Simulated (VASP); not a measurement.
All values below come from LDA (Ceperley-Alder, Perdew-Zunger), VASP's LDA PAW potentials (set 64) (plane waves; VASP).

Gaps are without spin-orbit coupling.

Task: Order these relaxed crystals by band gap, smallest first: Rb2O2, Immm (71); SnO2, P4_2/mnm (136); C, Fd-3m (227); KF, Fm-3m (225).

Result: SnO2, P4_2/mnm (136) (1.13 eV), Rb2O2, Immm (71) (1.77 eV), C, Fd-3m (227) (4.16 eV), KF, Fm-3m (225) (6.31 eV)
